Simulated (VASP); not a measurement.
```
ZnS
1.0
    0.00000     2.70367     2.70367
    2.70367     0.00000     2.70367
    2.70367     2.70367     0.00000
Zn S
1 1
Direct
  0.00000   0.00000   0.00000
  0.25000   0.25000   0.25000
```

All values below come from optB86b-vdW, VASP's PBE PAW potentials (set 64) (plane waves; VASP). Settings: 520 eV cut-off, 8×8×8 Γ-centred mesh, Gaussian smearing of 0.050 eV, potentials Zn S.

### Question
Give the energy at these volumes per atom, relative to the lowest: 18.56, 19.15, 19.74, 20.33, 20.92 Å³.

### Answer
19.1, 4.7, 0.0, 3.6, 14.2 meV/atom. A third-order Birch-Murnaghan fit gives B0 = 73.9 GPa and B0′ = 4.4.

Measured: bulk modulus 77.1 GPa (computed value off by -4.1 %), as given by Cormac Toher et al., Physical Review Materials (2017), arXiv:1611.05714; a 5.410 Å (computed value off by -0.1 %), as given by Martin Albrecht et al., Physical review. B, Condensed matter (1997), arXiv:cond-mat/9706128. The calculation is for a static lattice, while the measured bulk modulus, a hold thermal and zero-point effects, which are part of the difference.

The compound is ZnS in the zinc blende structure. It was relaxed first.
